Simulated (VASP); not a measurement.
An input for Quantum ESPRESSO's pw.x (written as the equivalent of a VASP run, and not itself run):

```
&CONTROL
  calculation = 'vc-relax'
  pseudo_dir = './pseudo'
  outdir = './out'
  tprnfor = .true.
  tstress = .true.
  nstep = 40
  forc_conv_thr = 0.00078
/
&SYSTEM
  ibrav = 0
  nat = 7
  ntyp = 2
  ecutwfc = 76
  occupations = 'smearing'
  smearing = 'methfessel-paxton'
  degauss = 0.00735
  input_dft = 'pbesol'
/
&ELECTRONS
  conv_thr = 7.3e-08
  electron_maxstep = 100
/
&IONS
/
&CELL
  press = 300
/
ATOMIC_SPECIES
  Ca 40.078 Ca.upf
  B 10.810 B.upf
CELL_PARAMETERS angstrom
     3.9270690   -0.0000000    0.0000000
    -0.0000000    3.9270690    0.0000000
     0.0000000   -0.0000000    3.9270690
ATOMIC_POSITIONS crystal
  Ca   0.0000000  0.0000000  1.0000000
  B    0.8010679  0.5000000  0.5000000
  B    0.5000000  0.1989321  0.5000000
  B    0.5000000  0.8010679  0.5000000
  B    0.1989321  0.5000000  0.5000000
  B    0.5000000  0.5000000  0.8010679
  B    0.5000000  0.5000000  0.1989321
K_POINTS automatic
  8 8 8 0 0 0
```

Translate this input to VASP (INCAR, KPOINTS, POSCAR, choice of POTCAR).

This is not unique; one that fits is 
### POSCAR
```
CaB6
1
    3.9270690298    -0.0000000000     0.0000000000
   -0.0000000000     3.9270690298     0.0000000000
    0.0000000000    -0.0000000000     3.9270690298
Ca B
1 6
Direct
  0.0000000000   0.0000000000   1.0000000000
  0.8010678636   0.5000000000   0.5000000000
  0.5000000000   0.1989321364   0.5000000000
  0.5000000000   0.8010678636   0.5000000000
  0.1989321364   0.5000000000   0.5000000000
  0.5000000000   0.5000000000   0.8010678636
  0.5000000000   0.5000000000   0.1989321364
```

KPOINTS:
```
Automatic
0
G
 8 8 8
```

INCAR:
```
SYSTEM = CaB6
PREC = Accurate
ENCUT = 620
EDIFF = 1E-6
NELM = 100
ALGO = Normal
LREAL = .FALSE.
LASPH = .TRUE.
ISMEAR = 1
SIGMA = 0.1
GGA = PS
LWAVE = .FALSE.
LCHARG = .FALSE.
IBRION = 2
ISIF = 3
NSW = 40
EDIFFG = -0.02
PSTRESS = 300
```

POTCAR, in this order: Ca_sv B (PBE.64 set). Program: vasp_std.

What does not carry over: the potentials are each code's own (VASP's PAW set, PseudoDojo norm-conserving files in pw.x), so ENCUT and ecutwfc are chosen apart and not converted; conv_thr bounds pw.x's estimated SCF error, while EDIFF bounds the energy change between steps; forc_conv_thr acts on force components and is met together with etot_conv_thr.

The compound is CaB6 in the cab6 structure. This run relaxes it under an external pressure of 30 GPa. Symmetry was kept, so distortions that lower it aren't found.
